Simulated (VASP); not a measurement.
Data:

```
HfC
1.0
    0.00000     2.36331     2.36331
    2.36331     0.00000     2.36331
    2.36331     2.36331     0.00000
Hf C
1 1
Direct
  0.00000   0.00000   0.00000
  0.50000   0.50000   0.50000
```

Method: vdW-DF2, VASP's PBE PAW potentials (set 64) (plane waves; VASP). Numerical set-up: 520 eV cut-off, 13×13×13 Γ-centred mesh, first-order Methfessel-Paxton smearing of 0.10 eV, potentials Hf_pv C.

**Question.** The job: HfC (rock salt), 2 atoms, vdW-DF2, static run, 520 eV, 13×13×13 Γ-centred mesh. Roughly how much core time does it take on a busy server core?

**Answer.** About 40 core-seconds (one run on a shared machine, a rough figure). It had 84 irreducible k-points, 11 bands, up to 725 plane waves and 16 electronic steps.

The compound is HfC in the rock salt structure. It was relaxed first, which changed the volume by +6 %.
